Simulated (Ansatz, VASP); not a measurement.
**Two plane-wave programs on MgC2**

```xyz
3
Lattice="0.0000 2.5510 2.5510 2.5510 0.0000 2.5510 2.5510 2.5510 0.0000" Properties=species:S:1:pos:R:3 pbc="T T T"
Mg    2.5510    2.5510    2.5510
C     3.8265    3.8265    3.8265
C     1.2755    1.2755    1.2755
```

Alike in both runs: functional PBE; k mesh 16 × 16 × 16; occupations gaussian, width 0.1 eV; no spin polarisation.

Ansatz relaxed the structure, and its values are those at the end. VASP's run is a single point on that final structure, the one shown.

```csv
,VASP,Ansatz
version,VASP 6.6.1,Ansatz 0.2.0
potentials or method,"VASP PAW PBE potentials, release 64 (Mg, C)","scalar-relativistic, plane waves, PAW"
plane-wave cutoff (eV),520,420
valence electrons in the cell,10,18
```

```csv
,VASP,Ansatz,Ansatz less VASP
gap on the k mesh at the Fermi level (eV),none,none,-
pressure (GPa),-0.1,0.0,+0.05
```

A gap of «none» marks a metal or a gap that the smearing closes. With one functional, cell and mesh, what is left measures potentials, basis and numerics. The two sets of potentials don't hold the same shells in valence.
